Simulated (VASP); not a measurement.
An input for Quantum ESPRESSO's pw.x (written as the equivalent of a VASP run, and not itself run):

```
&CONTROL
  calculation = 'scf'
  pseudo_dir = './pseudo'
  outdir = './out'
  tprnfor = .true.
  tstress = .true.
/
&SYSTEM
  ibrav = 0
  nat = 2
  ntyp = 2
  ecutwfc = 86
  occupations = 'smearing'
  smearing = 'gaussian'
  degauss = 0.003675
  input_dft = 'pbe'
  nspin = 2
  starting_magnetization(1) = 0.1
  starting_magnetization(2) = 0.1
/
&ELECTRONS
  conv_thr = 7.3e-08
  electron_maxstep = 100
/
ATOMIC_SPECIES
  Ca 40.078 Ca.upf
  Se 78.971 Se.upf
CELL_PARAMETERS angstrom
     3.9206610    0.0000000    0.0000000
    -1.9603310    3.3953920    0.0000000
     0.0000000    0.0000000    3.8263710
ATOMIC_POSITIONS crystal
  Ca   0.0000000  0.0000000  0.0000000
  Se   0.6666670  0.3333330  0.5000000
K_POINTS automatic
  6 6 5 0 0 0
```

Translate this input to VASP (INCAR, KPOINTS, POSCAR, choice of POTCAR).

This is not unique; one that fits is 
**INCAR**
```
SYSTEM = CaSe
PREC = Accurate; ENCUT = 400; LREAL = F
LASPH = T
EDIFF = 1E-6; NELM = 100; ALGO = Normal
LMAXMIX = 4
ISMEAR = 0; SIGMA = 0.05
GGA = PE
MAGMOM = 1.0 1.0
ISPIN = 2
ISIF = 2
LWAVE = F; LCHARG = F
```

### POSCAR
```
CaSe
7.8413220
  0.5000000000   0.0000000000   0.0000000000
 -0.2500000638   0.4330126986   0.0000000000
  0.0000000000   0.0000000000   0.4879752419
Ca Se
1 1
Cart
  0.0000000000   0.0000000000   0.0000000000
  0.2500002287   0.1443374219   0.2439876210
```

**KPOINTS**
```
Regular mesh
0
gamma
 6 6 5
```

POTCAR, in this order: Ca_sv Se (PBE.64 set). Program: vasp_std.

The two are equivalent in intent, not identical: the potentials are each code's own (VASP's PAW set, PseudoDojo norm-conserving files in pw.x), so ENCUT and ecutwfc are chosen apart and not converted; conv_thr bounds pw.x's estimated SCF error, while EDIFF bounds the energy change between steps; starting_magnetization is a fraction of the valence charge and MAGMOM a moment in μB, so they match only roughly.

The structure was generated: CaSe was put into the WC type (P-6m2), which need not be its known phase. The cell was not relaxed at this level.
